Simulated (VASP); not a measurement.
Here is a VASP 6.6.1 calculation.

INCAR

```
  PREC = Accurate
  ENCUT = 520
  EDIFF = 1E-7
  ISMEAR = -1
  SIGMA = 0.05
  LREAL = False
  LASPH = True
  NELM = 100
  ALGO = Normal
  ISIF = 2
  LWAVE = False
  LCHARG = True
  GGA = PE
  LELF = True
  LVHAR = True
  NBANDS = 14
```

Contents of KPOINTS:

```
regular mesh
0
Gamma
  10 10 10
```

The input POSCAR:

```
BAu
1.0
    0.0000000000      2.3501700000      2.3501700000
    2.3501700000      0.0000000000      2.3501700000
    2.3501700000      2.3501700000      0.0000000000
B Au
1 1
Direct
    0.0000000000      0.0000000000      0.0000000000
    0.5000000000      0.5000000000      0.5000000000
```

Potentials or basis: VASP PAW PBE potentials, release 64 (B, Au).

The run is started by

```sh
$ cat potpaw_PBE.64/B/POTCAR potpaw_PBE.64/Au/POTCAR > POTCAR
$ mpirun -np 1 vasp_std > vasp.out
```

(1) Estimate the pressure.

(2) What does it give for the band gap on the k mesh?

Results:

(1) -0.2 GPa.

(2) none (metal or under the smearing width).
